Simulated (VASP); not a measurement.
Given:

```
CELL_PARAMETERS angstrom
      0.01530     4.03099     4.01573
      4.03099     0.01530     4.01573
      2.02315     2.02315     0.00000
ATOMIC_POSITIONS crystal
  Pd 0.00000 0.00000 0.00000
  Au 0.00000 0.50000 0.00000
  Au 0.50000 0.00000 0.00000
  Au 0.50000 0.50000 0.00000
```

All values below come from PBEsol GGA, VASP's PBE PAW potentials (set 64) (plane waves; VASP). Run with 400 eV cut-off, Gaussian smearing of 0.050 eV, potentials Pd Au.

Task: Give the energies of bands 11 to 24 at the high-symmetry points, in eV from the Fermi level.

Result: 
```json
[
 {"band": "11", "Γ": "-3.94", "Y": "-3.73", "C0": "-3.78", "Z": "-4.39", "A0": "-2.66", "T": "-1.73", "S": "-4.09", "R": "-4.04"},
 {"band": "12", "Γ": "-3.50", "Y": "-3.65", "C0": "-3.70", "Z": "-3.56", "A0": "-2.57", "T": "-1.70", "S": "-3.60", "R": "-3.33"},
 {"band": "13", "Γ": "-2.65", "Y": "-3.28", "C0": "-3.66", "Z": "-3.28", "A0": "-2.29", "T": "-1.65", "S": "-3.37", "R": "-3.32"},
 {"band": "14", "Γ": "-2.24", "Y": "-3.26", "C0": "-3.41", "Z": "-3.10", "A0": "-1.90", "T": "-1.53", "S": "-3.15", "R": "-2.60"},
 {"band": "15", "Γ": "-1.72", "Y": "-3.26", "C0": "-3.02", "Z": "-2.93", "A0": "-1.72", "T": "-1.33", "S": "-2.88", "R": "-2.46"},
 {"band": "16", "Γ": "-1.58", "Y": "-3.21", "C0": "-2.97", "Z": "-2.33", "A0": "-1.42", "T": "-0.93", "S": "-2.81", "R": "-1.82"},
 {"band": "17", "Γ": "-1.56", "Y": "-2.97", "C0": "-2.90", "Z": "-1.92", "A0": "-1.24", "T": "-0.73", "S": "-2.79", "R": "-1.66"},
 {"band": "18", "Γ": "-0.80", "Y": "-2.43", "C0": "-2.29", "Z": "-1.81", "A0": "-0.91", "T": "-0.69", "S": "-2.71", "R": "-1.62"},
 {"band": "19", "Γ": "-0.73", "Y": "-2.37", "C0": "-2.10", "Z": "-1.33", "A0": "-0.88", "T": "-0.67", "S": "-1.66", "R": "-1.10"},
 {"band": "20", "Γ": "-0.65", "Y": "-2.05", "C0": "-1.74", "Z": "-0.67", "A0": "-0.51", "T": "-0.51", "S": "-1.62", "R": "-0.33"},
 {"band": "21", "Γ": "-0.60", "Y": "-1.38", "C0": "-1.14", "Z": "0.09", "A0": "0.94", "T": "-0.46", "S": "-1.27", "R": "1.46"},
 {"band": "22", "Γ": "-0.41", "Y": "-1.05", "C0": "-1.02", "Z": "0.84", "A0": "1.04", "T": "-0.15", "S": "-0.52", "R": "1.57"},
 {"band": "23", "Γ": "-0.34", "Y": "0.23", "C0": "-0.96", "Z": "5.35", "A0": "1.34", "T": "1.56", "S": "1.67", "R": "1.73"},
 {"band": "24", "Γ": "1.68", "Y": "1.01", "C0": "2.82", "Z": "6.70", "A0": "1.47", "T": "1.67", "S": "2.05", "R": "2.29"}
]
```

It has no gap at this level: it comes out as a metal or semimetal.

The structure was generated: Au3Pd was put into an ordered model structure (Cmmm), which need not be its known phase. It was relaxed first. The electron count is odd and the run is not spin-polarised, which forces a metal.
